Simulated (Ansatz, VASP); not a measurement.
ReB in VASP and in Ansatz

The input INCAR:

```
SYSTEM = ReB
PREC = Accurate ; ENCUT = 520
EDIFF = 1E-7 ; ISMEAR = 0
SIGMA = 0.1 ; LREAL = .False.
LASPH = .True. ; NELM = 60
ALGO = Normal ; ISIF = 2
LWAVE = .False. ; LCHARG = .False.
GGA = PE ; NBANDS = 18
```

Contents of KPOINTS:

```
regular mesh
0
Gamma
  6 6 4
  0 0 0
```

Contents of POSCAR:

```
ReB
1.0
    2.8557300700      0.0000000000      0.0000000000
    0.0000000000      2.8557300700      0.0000000000
    0.0000000000      0.0000000000      5.7348493500
Re B
2 2
Direct
    0.5000000000      0.5000000000      0.2677464800
    0.5000000000      0.5000000000      0.7322535200
    0.0000000000      0.5000000000      0.5000000000
    0.5000000000      0.0000000000      0.5000000000
```

Input for Ansatz:

```yaml
crystal:
  lattice:
    - [2.85573007, 0.0, 0.0]
    - [0.0, 2.85573007, 0.0]
    - [0.0, 0.0, 5.73484935]
  atoms:
    - { symbol: Re, position: [0.5, 0.5, 0.26774648] }
    - { symbol: Re, position: [0.5, 0.5, 0.73225352] }
    - { symbol: B, position: [0.0, 0.5, 0.5] }
    - { symbol: B, position: [0.5, 0.0, 0.5] }
basis:
  ecutwfc: 420
kpoints:
  mp_grid: { grid: [6, 6, 4] }
hamiltonian:
  xc: pbe
scf:
  occupations: { method: gaussian, width: 0.1 }
  lower_state_search: "off"
output:
  forces: true
  stress: true
  eigenvalues: true
```

Alike in both runs: task single point; functional PBE; k mesh 6 × 6 × 4; occupations gaussian, width 0.1 eV; no spin polarisation.

|  | VASP | Ansatz |
| --- | --- | --- |
| version | VASP 6.6.1 | Ansatz 0.2.0 |
| potentials or method | VASP PAW PBE potentials, release 64 (Re, B) | scalar-relativistic, plane waves, PAW |
| plane-wave cutoff (eV) | 520 | 420 |
| valence electrons in the cell | 20 | 36 |

VASP gave:

* gap on the k mesh at the Fermi level (eV): none
* rms of the force components (eV/Å): 4.465

Question: What did Ansatz give for the same quantities?

Answer: gap on the k mesh at the Fermi level (eV): none; rms of the force components (eV/Å): 4.249.

Atom by atom the forces differ by 0.217 eV/Å (rms over components). A gap of «none» marks a metal or a gap that the smearing closes. The two sets of potentials don't hold the same shells in valence.

Caveats: the k mesh is coarse (spacing up to 0.37 Å⁻¹), so the values aren't converged; forces of over 1 eV/Å show positions far from the minimum, so gaps and moduli don't describe the material at rest. The runs have no spin-orbit coupling, so splittings on Re are missing.
